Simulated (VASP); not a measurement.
Input:

```
Se
1.0
    2.14712    -3.71892     0.00000
    2.14712     3.71892     0.00000
    0.00000     0.00000     5.04096
Se
3
Direct
  0.00000   0.22879   0.66667
  0.77121   0.77121   0.00000
  0.22879   0.00000   0.33333
```

The numbers are results of r2SCAN+rVV10, VASP's PBE PAW potentials (set 64) (plane waves; VASP), not measurements. Run with 520 eV cut-off, 6×6×4 Γ-centred mesh, Gaussian smearing of 0.050 eV, potentials Se.

Task: Predict the energy per atom (σ→0), band gap (on the k-mesh) with the smallest direct gap where there is one.

Result: 
The band gap (on the k-mesh) comes out as 1.05 eV and the smallest direct gap (on the k-mesh) is 1.22 eV. The energy per atom (σ→0) is -14.160 eV/atom.

Only differences to runs with the same potentials and settings are physical.

The compound is Se in the trig structure. It was relaxed first. The start is the result of an earlier pass.
